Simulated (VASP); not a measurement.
C (diamond): the LDA highest Γ mode (no LO-TO splitting) against the volume, with the cell scaled uniformly; LDA's own equilibrium is at 5.526 Å³/atom. VASP (PAW), 520 eV cut-off, 15×15×15 Γ-centred mesh, Gaussian smearing of 0.010 eV, potentials C.  Fit ln ω as a straight line in ln V.

| V (Å³/atom) | ln(ω/cm⁻¹) |
|---|---|
| 4.863 | 7.3124 |
| 5.028 | 7.2797 |
| 5.194 | 7.2479 |
| 5.36 | 7.2168 |
| 5.526 | 7.1864 |
| 5.691 | 7.1567 |

**Question.** Fit the rows as the text says and predict the value at 5.857.

**Answer.** The slope is -0.99, a mode Grüneisen parameter of 0.99. The line misses the rows by up to 0.0005 and gives 7.1287 at 5.857. The run gave 7.1277, -0.0010 from the line.

Left out are failed runs and those whose mesh is unfit for this quantity.

The compound is C in the diamond structure.
